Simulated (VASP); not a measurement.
VASP ran on this input.

File POSCAR:
```
PbI2
1
    2.2459935635    -3.8901751203     0.0000000000
    2.2459935635     3.8901751203     0.0000000000
    0.0000000000     0.0000000000     6.9613791656
Pb I
1 2
Direct
  0.0000000000   1.0000000000   0.0000000000
  0.3333330000   0.6666670000   0.2654387276
  0.6666670000   0.3333330000   0.7345612724
```

File KPOINTS:
```
Automatic mesh
0
Gamma
6 6 3
0 0 0
```

**INCAR**
```
# general
SYSTEM =PbI2
PREC   =Accurate
ENCUT  =520
LREAL  =.FALSE.
LASPH  =.TRUE.

# electronic loop
EDIFF  =1E-7
NELM   =100
ALGO   =Normal
LMAXMIX=4

# smearing
ISMEAR =0
SIGMA  =0.05

# functional
GGA    =PS

# ions
IBRION =2
NSW    =30
ISIF   =4
EDIFFG =-0.01

# output
LWAVE  =.FALSE.
LCHARG =.FALSE.
```

POTCAR, in this order: Pb_d I (PBE.64 set). Program: vasp_std.

**Question.** Translate this PBEsol calculation to Quantum ESPRESSO's pw.x.

**Answer.** One equivalent input (not run):
```
&CONTROL
  calculation = 'vc-relax'
  pseudo_dir = './pseudo'
  outdir = './out'
  tprnfor = .true.
  tstress = .true.
  nstep = 30
  forc_conv_thr = 0.00039
/
&SYSTEM
  ibrav = 0
  nat = 3
  ntyp = 2
  ecutwfc = 70
  occupations = 'smearing'
  smearing = 'gaussian'
  degauss = 0.003675
  input_dft = 'pbesol'
/
&ELECTRONS
  conv_thr = 7.3e-09
  electron_maxstep = 100
/
&IONS
/
&CELL
  cell_dofree = 'shape'
/
ATOMIC_SPECIES
  Pb 207.200 Pb.upf
  I 126.904 I.upf
CELL_PARAMETERS angstrom
     2.2459936   -3.8901751    0.0000000
     2.2459936    3.8901751    0.0000000
     0.0000000    0.0000000    6.9613792
ATOMIC_POSITIONS crystal
  Pb   0.0000000  1.0000000  0.0000000
  I    0.3333330  0.6666670  0.2654387
  I    0.6666670  0.3333330  0.7345613
K_POINTS automatic
  6 6 3 0 0 0
```
The two are equivalent in intent, not identical: the potentials are each code's own (VASP's PAW set, PseudoDojo norm-conserving files in pw.x), so ENCUT and ecutwfc are chosen apart and not converted; conv_thr bounds pw.x's estimated SCF error, while EDIFF bounds the energy change between steps; forc_conv_thr acts on force components and is met together with etot_conv_thr.

The compound is PbI2 in the 1T layered structure. This cell is one point of a volume scan, at 0.97 of the reference volume. Symmetry was kept, so distortions that lower it aren't found.
